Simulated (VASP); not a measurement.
Consider the following.

```xyz
2
Lattice="0.0000 2.9448 2.9448 2.9448 0.0000 2.9448 2.9448 2.9448 0.0000" Properties=species:S:1:pos:R:3 pbc="T T T"
Pb     0.0000     0.0000     0.0000
S      2.9448     2.9448     2.9448
```

Level of theory: PBE GGA, VASP's PBE PAW potentials (set 64) (plane waves; VASP). Run with 300 eV cut-off, 7×7×7 Γ-centred mesh, Gaussian smearing of 0.050 eV, potentials Pb_d S.

At this cut-off the stress carries a Pulay error, which pulls relaxed volumes low.

Q: Give the stress tensor in GPa (positive for a compressed cell).

A: 
```
2.99  0.00  0.00
0.00  2.99  0.00
0.00  0.00  2.99
```
The pressure is its mean diagonal, 2.99 GPa.

The structure is a typed PbS crystal. The cell was not relaxed at this level.
